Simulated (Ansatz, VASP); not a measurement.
# Al in two plane-wave programs

Aim: how closely do two programs agree when they are given the same cell, functional and k mesh? Of the first pair: The structure shown is the start of the Ansatz relaxation below; VASP solves that cell, so the two are compared at the walk's first step.

Program: Ansatz 0.2.0. Level of theory: plane waves, with VASP 6.6.1 beside it; single point at PBEsol. Results are calculated unless marked as measured.

**1. Set-up**

The cell holds 5 atoms: 5 Al. Cell: a = 2.864 Å, b = 2.864 Å, c = 23.353 Å, α = 90.0°, β = 90.0°, γ = 60.0°. It derives from Al. As first built, before any earlier steps moved the atoms (in the runner's words): stoichiometric True; symmetric True; series ['metal Al111', 5, 'layers']. Vacuum lies along c.

**2. Ansatz: relaxation, PBEsol**

Ansatz runs on its PAW soft_1 files.

The two programs are compared at the cell with which this relaxation starts, whose forces are those of its first step.

Input file input.yaml:

```yaml
crystal:
  lattice:
    - [2.8637824638, 0.0, 0.0]
    - [1.4318912319, 2.4801083646, 0.0]
    - [0.0, 0.0, 23.3530743609]
  atoms:
    - { symbol: Al, position: [0.0, 0.0, 0.700253599] }
    - { symbol: Al, position: [0.666666667, 0.666666667, 0.600126799] }
    - { symbol: Al, position: [0.333333333, 0.333333333, 0.5] }
    - { symbol: Al, position: [0.0, 0.0, 0.399873201] }
    - { symbol: Al, position: [0.666666667, 0.666666667, 0.299746401] }
kpoints:
  mp_grid: { grid: [12, 12, 1] }
scf:
  occupations: { method: fermi_dirac, width: 0.05 }
  n_extra_bands: 8
hamiltonian:
  xc: pbesol
  pseudopotentials: { kind: paw, azcp: { folder: soft_1 }, xc_functional: pbe }
output:
  forces: true
  write_potential: true
  volumetric_format: []
relax:
  f_tol: 0.03
  max_steps: 45
  constraints: [{ sites: [2] }]
```

Command:

```bash
$ ansatz run input.yaml --threads 4 --pin off --max-ram 11264MiB --backend cpu --events-out ev --progress --plain --runs-dir out
```

Numbers of over 12 decimals in the logs are rounded to 6 here.

Log:

```text
scf.n_extra_bands = 8 over 8 filled bands (N_el = 15.0): the run solves 16 bands
Engine: ansatz 0.2.0, aarch64-unknown-linux-gnu
Pseudopotentials: kind: paw
Pseudopotential: Al, paw, valence charge 3, recommended cutoff 420 eV (normal), soft_1/Al.paw.azcp
Functional definition: PBEsol
  exchange = pbesol_x
  correlation = pbesol_c
Crystal: 5 atoms, lattice volume = 165.865 Å³
Basis set: ecut = 420 eV, 3271 PW (Γ), exchange–correlation on 40×40×320 points (8 copies of the dense FFT grid, shifted against one another)
Bands: 16, of which v1, the nominal top of the filled ones, is band 8 counted from 1 (7 counted from 0)
Symmetry: 12 space group operations
Space group: P-3m1 (ITA 164), of the structure as read, at distance tolerance 5.5e-5 Å
k-points: 19 of 144
Non-local potential: Al, projectors of the file, l = 0: 2, l = 1: 2, l = 2: 1
PAW form: soft (Blöchl's): semilocal exchange-correlation on the pseudo side does not see the compensation charge
PAW frozen core: Al, regenerated for the run's functional, and the local potential with it (the file was generated under x = pbe(κ = 0.804, μ = 0.219515), c = pbe(β = 0.066725))
PAW one-centre angular grid: Al, 110 points (default); XC on 64 Gauss nodes
Initial density: superposition of atomic densities (neutral atoms: chi_scale 0, normalization atom)
Initial wavefunctions: pseudopotential atomic-orbital guess
Functional: x = pbesol(κ = 0.804, μ = 0.123457), c = pbesol(β = 0.046)
SCF iter   1: F=—  HF=-2622.618687 eV  |F-HF|=—  |Δ(HF+E_count)|=         —  Δρ=1.94e-2  dr2=5.94e0  ethr=3.10e-3  ⟨swp⟩=10.1  Hψ=2634  notcnv=0  defer=3
preconditioner: auto → LDOS  [metal: Δε(μ)=0.050 eV  Ē_g=7.966 eV  σ=0.050 eV  W_gap=0.25  n_scr=12 (ndim 8)  ℏωp=11.2 eV  f_vac=0.375  D(μ)=3.03/eV (n_scr^D=12)  β→1.0]
SCF iter   2: F=—  HF=-2621.897998 eV  |F-HF|=—  |Δ(HF+E_count)|=   7.21e-1  Δρ=7.78e-3  dr2=1.78e-1  ethr=3.10e-3  ⟨swp⟩=3.8  Hψ=724  notcnv=0  defer=42
SCF iter   3: F=—  HF=-2621.895127 eV  |F-HF|=—  |Δ(HF+E_count)|=   2.87e-3  Δρ=1.81e-3  dr2=3.62e-2  ethr=1.19e-3  ⟨swp⟩=2.4  Hψ=465  notcnv=0  defer=42
SCF iter   4: F=—  HF=-2621.889557 eV  |F-HF|=—  |Δ(HF+E_count)|=   5.57e-3  Δρ=4.36e-4  dr2=2.01e-3  ethr=2.41e-4  ⟨swp⟩=2.7  Hψ=463  notcnv=0  defer=42
SCF iter   5: F=—  HF=-2621.889309 eV  |F-HF|=—  |Δ(HF+E_count)|=   2.48e-4  Δρ=9.77e-5  dr2=9.21e-5  ethr=1.34e-5  ⟨swp⟩=2.1  Hψ=403  notcnv=0  defer=42
SCF iter   6: F=-2621.889299 eV  HF=-2621.889301 eV  |F-HF|=2.72e-6  |Δ(HF+E_count)|=   7.67e-6  Δρ=1.59e-5  dr2=3.93e-6  ethr=1.50e-7  ⟨swp⟩=11.9  Hψ=2239  notcnv=0
SCF 1 converged in 6 iterations: F = -2621.889299 eV  dr2 = 3.93e-6
  Residual-converged pass: ⟨swp⟩=1.1  Hψ=381  notcnv=0  max |occ|·‖R‖ = 6.5e-9 eV (tolerance 1.0e-8 eV)  dr2=3.93e-6  dr2_onsite=1.01e-8  max |Δocc| = 4.3e-11
  greatest PAW one-centre occupation: 0.464 electrons in one spin orbital (limit 2), on the Al atom at site 4 (counted from 0), in its partial waves of l = 0
relax step   1: F+E_penalty+E_count = -2621.88929857 eV  Δ(F+E_penalty+E_count) = +0.000e0 eV  max|allowed force component| = 8.283e-2 eV/Å  Δτ_max = 0.0000 Å  (6 SCF iters, dr2 threshold 2.25e-5 eV, accepted)
Initial density: handed on by an earlier stage of this run
Initial wavefunctions: those handed on with the density
iter 1 solved again at ethr=3.25e-4 eV; its pass at ethr=3.10e-3 eV (dr2=4.87e-2 eV) is discarded
SCF iter   1: F=—  HF=-2621.895777 eV  |F-HF|=—  |Δ(HF+E_count)|=         —  Δρ=1.30e-3  dr2=5.05e-2  ethr=3.25e-4  ⟨swp⟩=1.8  Hψ=1402  notcnv=0  defer=40
preconditioner: auto → LDOS  [metal: Δε(μ)=0.066 eV  Ē_g=7.709 eV  σ=0.050 eV  W_gap=0.31  n_scr=12 (ndim 8)  ℏωp=11.2 eV  f_vac=0.394  D(μ)=2.10/eV (n_scr^D=10)  β→1.0]
SCF iter   2: F=—  HF=-2621.892890 eV  |F-HF|=—  |Δ(HF+E_count)|=   2.89e-3  Δρ=3.33e-4  dr2=6.71e-4  ethr=3.25e-4  ⟨swp⟩=1.5  Hψ=284  notcnv=0  defer=40
SCF iter   3: F=—  HF=-2621.892616 eV  |F-HF|=—  |Δ(HF+E_count)|=   2.74e-4  Δρ=1.10e-4  dr2=1.57e-4  ethr=4.48e-6  ⟨swp⟩=2.0  Hψ=437  notcnv=0  defer=40
SCF iter   4: F=—  HF=-2621.892607 eV  |F-HF|=—  |Δ(HF+E_count)|=   8.64e-6  Δρ=2.99e-5  dr2=2.38e-5  ethr=1.05e-6  ⟨swp⟩=1.3  Hψ=270  notcnv=0  defer=40
SCF iter   5: F=—  HF=-2621.892620 eV  |F-HF|=—  |Δ(HF+E_count)|=   1.32e-5  Δρ=4.98e-6  dr2=2.40e-7  ethr=1.58e-7  ⟨swp⟩=1.3  Hψ=298  notcnv=0  defer=40
SCF iter   6: F=-2621.892621 eV  HF=-2621.892621 eV  |F-HF|=2.55e-8  |Δ(HF+E_count)|=   2.12e-7  Δρ=2.10e-6  dr2=3.41e-8  ethr=6.67e-10  ⟨swp⟩=10.1  Hψ=1687  notcnv=0
SCF 2 converged in 6 iterations: F = -2621.892621 eV  dr2 = 3.41e-8
relax step   2: F+E_penalty+E_count = -2621.89262057 eV  Δ(F+E_penalty+E_count) = -3.322e-3 eV  max|allowed force component| = 1.960e-2 eV/Å  Δτ_max = 0.0377 Å  (6 SCF iters, accepted)
NSCF: frozen V_eff on 19 k-points
the band table was solved once a step of the walk had ended and its energy, with any forces and stress, was formed, with the checks that follow a solve (3133 applications of the Hamiltonian). They found nothing against the state; the energy, forces and stress were not computed again (output.eigenvalues in the input reference)
WARN: The output density's exchange-correlation potential varies sharply where the density is thin. Do not read a vacuum level from v_tot or v_xc, or from such a field of the output density. On a cell that repeats whose density bears no net charge and no dipole along the vacuum's axis use v_es (v_loc + v_h of the components); under efield.dipole_correction with no amplitude use v_es + v_field, which holds any externa [...]
SCF converged after 6 iterations
Free energy (F): -2621.892621 eV
Harris-Foulkes:  -2621.892621 eV  (|F-HF|=2.55e-8)
Internal energy: -2621.874115 eV  (E = F + TS)
E sigma→0 (E₀):  -2621.883368 eV
Entropy (-TS):   -0.018505 eV (-3.701 meV/atom)
Fermi energy:    1.876315 eV
--- Per-component energies (eV) ---
  E_band       = -35.157216
  E_kinetic    = 109.034410
  E_local      = -2800.811828  (includes V_loc(G=0)·N_el)
  E_nonlocal   = 50.557604
  E_hartree    = 1383.442104
  E_xc         = -184.705093
  E_vxc        = -143.678250  (∫ρ·V_xc dr)
  E_paw        = -2283.415076  (= ΣΔE_a)
  E_vpaw       = -17.138117  (= ΣTr[D̂ρ^β])
  E_aug_tail   = -0.000013  (compensation charges beyond the density's cutoff)
  E_ewald      = 1103.928081
  E_core_change = 0.095695  (= ΣΔE_core)
  E_smearing   = -0.018505  (= −TS)
  E_closure    = -0.000000  (closes the sum)
  Σ components = -2621.892621   (vs F -2621.892621, Δ=0.00e0)
--- Forces (eV/Å), atoms counted from 1 ---
  atom   1  Al    -0.00000000     0.00000000    -0.01960493
  atom   2  Al    -0.00000000     0.00000000     0.00717689
  atom   3  Al     0.00000000    -0.00000000     0.00000000
  atom   4  Al     0.00000000    -0.00000000    -0.00717689
  atom   5  Al     0.00000000    -0.00000000     0.01960493
  max |Σ_I F_I| component: 9.25e-18 eV/Å
--- Band table (eV; the first three rows and the last of 19) ---
  k-point 0: bands = [... 4 lower, -3.6916, -1.6725, 0.7889, 3.1388, 4.9894, 6.1177, 6.2845, 8.2887, ... 4 higher]
  k-point 1: bands = [... 4 lower, -3.5279, -1.5165, 0.9446, 3.2917, 5.1465, 6.2781, 6.4442, 8.4308, ... 4 higher]
  k-point 2: bands = [... 4 lower, -3.0389, -1.0491, 1.4064, 3.7348, 5.5807, 6.6500, 6.8621, 7.1907, ... 4 higher]
  k-point 18: bands = [... 4 lower, -0.5355, -0.5355, 0.2881, 0.2881, 0.7904, 1.5708, 2.5246, 2.5246, ... 4 higher]
--- Relaxed structure (2 steps of the walk, 2 accepted, 0 SCFs on fresh bases) ---
  F+E_penalty+E_count = -2621.89262057 eV   max|allowed force component| = 1.960e-2 eV/Å
  atoms:
    - { symbol: Al, position: [-2.667026548389419e-19, -1.1102230256591327e-18, 0.698856] }
    - { symbol: Al, position: [0.666667, 0.666667, 0.598512] }
    - { symbol: Al, position: [0.333333, 0.333333, 0.5] }
    - { symbol: Al, position: [-2.0847473736843017e-18, -1.1102230256591325e-18, 0.401488] }
    - { symbol: Al, position: [0.666667, 0.666667, 0.301144] }
```

The column dr2 measures how far the density is from self-consistency, as an energy; F and HF (Harris–Foulkes) agree once it is small.

**3. VASP: single point, PBEsol, start cell, pair 1**

The same cell, functional, mesh and smearing now go to VASP, with its own data sets.

Lines of VASP's logs that name or quote its potential files are left out, and so is its time.

Input file INCAR:

```
SYSTEM = Al
PREC = Accurate
ENCUT = 400
EDIFF = 1E-06
NELM = 120
ISMEAR = -1
SIGMA = 0.05
LREAL = .FALSE.
ALGO = Normal
GGA = PS
NBANDS = 13
LORBIT = 11
LWAVE = .FALSE.
LCHARG = .FALSE.
ISIF = 2
LASPH = .TRUE.
GGA_COMPAT = .FALSE.
KPAR = 2
```

Input file POSCAR:

```
Al
1.0
    2.8637824638      0.0000000000      0.0000000000
    1.4318912319      2.4801083646      0.0000000000
    0.0000000000      0.0000000000     23.3530743609
Al
5
Direct
    0.9999999235      0.9999999235      0.7002535832
    0.6666665901      0.6666665901      0.6001267877
    0.3333332568      0.3333332568      0.4999999922
    0.9999999235      0.9999999235      0.3998731968
    0.6666665901      0.6666665901      0.2997464013
```

Input file KPOINTS:

```
Automatic mesh
0
Gamma
12 12 1
0 0 0
```

PAW data sets: Al (PBE family, release 64).

Command:

```bash
$ mpirun -np 2 vasp_std
```

Log:

```text
[banner, memory and clock lines left out]
running    2 mpi-ranks, on    1 nodes
 distrk:  each k-point on    1 cores,    2 groups
 distr:  one band on    1 cores,    1 groups

 POSCAR found type information on POSCAR Al
 POSCAR found :  1 types and       5 ions
|                                                                             |
|               ----> ADVICE to this user running VASP <----                  |
|                                                                             |
|     You enforced a specific xc type in the INCAR file but a different       |
|     [... a line on the potential file left out ...]
|     I HOPE YOU KNOW WHAT YOU ARE DOING!                                     |
|                                                                             |

 LDA part: xc-table for (Slater+PW92), standard interpolation
 POSCAR, INCAR and KPOINTS ok, starting setup
 FFT: planning ... GRIDC
 FFT: planning ... GRID_SOFT
 FFT: planning ... GRID
 WAVECAR not read
 entering main loop
       N       E                     dE             d eps       ncg     rms          rms(c)
DAV:   1     0.250055109512E+02    0.25006E+02   -0.41812E+03   494   0.668E+02
DAV:   2    -0.183447770593E+02   -0.43350E+02   -0.40414E+02   669   0.113E+02
DAV:   3    -0.202323576616E+02   -0.18876E+01   -0.18269E+01   688   0.231E+01
DAV:   4    -0.202917995606E+02   -0.59442E-01   -0.59406E-01   683   0.519E+00
DAV:   5    -0.202953311714E+02   -0.35316E-02   -0.35315E-02   824   0.114E+00    0.333E+00
DAV:   6    -0.198613309030E+02    0.43400E+00   -0.28647E+00   555   0.842E+00    0.215E+00
DAV:   7    -0.196743247279E+02    0.18701E+00   -0.85105E-01   582   0.600E+00    0.133E+00
DAV:   8    -0.196059999432E+02    0.68325E-01   -0.19977E-01   602   0.227E+00    0.328E-01
DAV:   9    -0.196054224998E+02    0.57744E-03   -0.14988E-02   603   0.734E-01    0.245E-01
DAV:  10    -0.196053659931E+02    0.56507E-04   -0.11283E-03   667   0.206E-01    0.176E-01
DAV:  11    -0.196047656950E+02    0.60030E-03   -0.13154E-03   554   0.163E-01    0.464E-02
DAV:  12    -0.196047921873E+02   -0.26492E-04   -0.15178E-04   654   0.609E-02    0.281E-02
DAV:  13    -0.196047443307E+02    0.47857E-04   -0.24829E-04   554   0.618E-02    0.172E-02
DAV:  14    -0.196047847370E+02   -0.40406E-04   -0.91515E-05   609   0.376E-02    0.115E-02
DAV:  15    -0.196050944505E+02   -0.30971E-03   -0.41646E-05   570   0.280E-02    0.112E-02
DAV:  16    -0.196051730801E+02   -0.78630E-04   -0.61039E-06   606   0.108E-02    0.597E-03
DAV:  17    -0.196053044232E+02   -0.13134E-03   -0.82841E-06   527   0.968E-03    0.821E-03
DAV:  18    -0.196053052928E+02   -0.86961E-06   -0.25217E-07   498   0.288E-03
   1 F= -.19605305E+02 E0= -.19596290E+02  d E =-.180297E-01
```

From OUTCAR (step 3):

```text
ion  position               nearest neighbor table
   1  1.000  1.000  0.700-   2 2.86   2 2.86   2 2.86
   2  0.667  0.667  0.600-   3 2.86   1 2.86   1 2.86   3 2.86   3 2.86   1 2.86
   3  0.333  0.333  0.500-   4 2.86   4 2.86   4 2.86   2 2.86   2 2.86   2 2.86
   4  1.000  1.000  0.400-   3 2.86   3 2.86   3 2.86   5 2.86   5 2.86   5 2.86
   5  0.667  0.667  0.300-   4 2.86   4 2.86   4 2.86

  LATTYP: Found a hexagonal cell.
 ALAT       =     2.8637824638
 C/A-ratio  =     8.1546257985

 Subroutine GETGRP returns: Found 12 space group operations
 (whereof  6 operations were pure point group operations)

The static configuration has the point symmetry C_3v.
 The point group associated with its full space group is D_3d.

 Found     19 irreducible k-points:

   k-points           NKPTS =     19   k-points in BZ     NKDIM =     19   number of bands    NBANDS=     13

   dimension x,y,z NGX =    20 NGY =   20 NGZ =  160
   dimension x,y,z NGXF=    40 NGYF=   40 NGZF=  320

   ENCUT  =  400.0 eV  29.40 Ry    5.42 a.u.   4.67  4.67 38.08*2*pi/ulx,y,z

   NELECT =      15.0000    total number of electrons

 k-points in reciprocal lattice and weights: Automatic mesh
   0.00000000  0.00000000  0.00000000       0.007
   0.08333333  0.00000000  0.00000000       0.042
   0.16666667  0.00000000  0.00000000       0.042
   0.25000000  0.00000000  0.00000000       0.042
   0.33333333  0.00000000  0.00000000       0.042
   0.41666667  0.00000000  0.00000000       0.042
   0.50000000  0.00000000  0.00000000       0.021
   0.16666667  0.08333333  0.00000000       0.042
   0.25000000  0.08333333  0.00000000       0.083
[...]
-0.41666667  0.25000000  0.00000000       0.083
  -0.33333333  0.33333333  0.00000000       0.014

 average (electrostatic) potential at core
       1 -78.4917       2 -78.3438       3 -78.3426       4 -78.3438       5 -78.4917

 E-fermi :   1.9087

 k-point     1 :       0.0000    0.0000    0.0000
  band No.  band energies     occupation
    ...
      3      -7.1418      2.00000
      4      -5.6123      2.00000
      5      -3.7040      2.00000
      6      -1.6623      2.00000
      7       0.7494      2.00000
      8       3.1230      0.00000
      9       4.9958      0.00000
     10       6.1707      0.00000
     11       6.2436      0.00000
     12       8.2446      0.00000
    ...

 k-point     2 :       0.0833    0.0000    0.0000
  band No.  band energies     occupation
    ...
      3      -6.9767      2.00000
      4      -5.4483      2.00000
      5      -3.5401      2.00000
      6      -1.5059      2.00000
      7       0.9054      2.00000
      8       3.2763      0.00000
      9       5.1529      0.00000
     10       6.3311      0.00000
     11       6.4047      0.00000
     12       8.3888      0.00000
    ...

 k-point     3 :       0.1667    0.0000    0.0000
  band No.  band energies     occupation
    ...
      3      -6.4826      2.00000
      4      -4.9577      2.00000
      5      -3.0507      2.00000
      6      -1.0374      2.00000
      7       1.3686      1.99996
      8       3.7212      0.00000
      9       5.5902      0.00000
     10       6.7094      0.00000
     11       6.8611      0.00000
     12       7.2506      0.00000
    ...

  Total       -2.5368890     -2.5368890     -0.3054668      0.0000000      0.0000000      0.0000000
  in kB      -24.5051470    -24.5051470     -2.9506644      0.0000000      0.0000000      0.0000000
  external PRESSURE =     -17.3203194 kB  Pullay stress =       0.0000000 kB

  energy-cutoff  :      400.00
  volume of cell :      165.86
      direct lattice vectors                 reciprocal lattice vectors
     2.863782464  0.000000000  0.000000000     0.349188534 -0.201604094  0.000000000
     1.431891232  2.480108365  0.000000000     0.000000000  0.403208188  0.000000000
     0.000000000  0.000000000 23.353074361     0.000000000  0.000000000  0.042820914

 POSITION                                       TOTAL-FORCE (eV/Angst)
 -----------------------------------------------------------------------------------
      4.29567      2.48011     16.35307         0.000000      0.000000      0.010623
      2.86378      1.65341     14.01481         0.000000      0.000000     -0.083340
      1.43189      0.82670     11.67654         0.000000     -0.000000      0.000000
      4.29567      2.48011      9.33827        -0.000000     -0.000000      0.083340
      2.86378      1.65341      7.00000        -0.000000     -0.000000     -0.010623
 -----------------------------------------------------------------------------------
    total drift:                               -0.000034     -0.000019      0.000035

  FREE ENERGIE OF THE ION-ELECTRON SYSTEM (eV)
  ---------------------------------------------------
  free  energy   TOTEN  =       -19.6053052928 eV

  energy  without entropy=      -19.5872756353  energy(sigma->0) =      -19.59629046

 total charge
# of ion       s       p       d       tot
------------------------------------------
    1        0.450   0.307   0.000   0.757
    2        0.431   0.338   0.000   0.769
    3        0.433   0.336   0.000   0.769
    4        0.431   0.338   0.000   0.769
    5        0.450   0.307   0.000   0.757
--------------------------------------------------
tot          2.195   1.625   0.000   3.821

[... 3 further parts left out ...]
```

**4. Differences**

Known differences besides the potentials themselves: the cutoff is 420 eV in Ansatz and 400 eV in VASP; Ansatz makes its cores anew for this functional, VASP keeps those of its PBE data sets. Total energies have different zeros and are not compared.

Forces (eV/Å; atoms numbered as in POSCAR):

```
atom        Ansatz x, y, z          VASP x, y, z
 Al1   0.000, 0.000, 0.006   0.000, 0.000, 0.011
 Al2  0.000, 0.000, -0.083  0.000, 0.000, -0.083
 Al3   0.000, 0.000, 0.000   0.000, 0.000, 0.000
 Al4   0.000, 0.000, 0.083   0.000, 0.000, 0.083
 Al5  0.000, 0.000, -0.006  0.000, 0.000, -0.011
```

The forces differ by 1.7 meV/Å r.m.s., which is 5.4 % of the r.m.s. force of 0.031 eV/Å (both taken over all components). With vacuum in the cell, a pressure given here is an average over mostly empty space and none of the material.

[end of part 1 of 2]

[Lines on the potential files, build, host, timing and source positions are cut from VASP's logs without a mark.]

[Logs are printed without paths, hosts, clocks, repeated set-up lines and the standing remarks that a program may print on its own settings, such as how far it seeks lower states.]

[Hosts, paths, dates, database ids (printed as entryN), source tags and the programs' standing remarks are cut or masked in the printed files.]
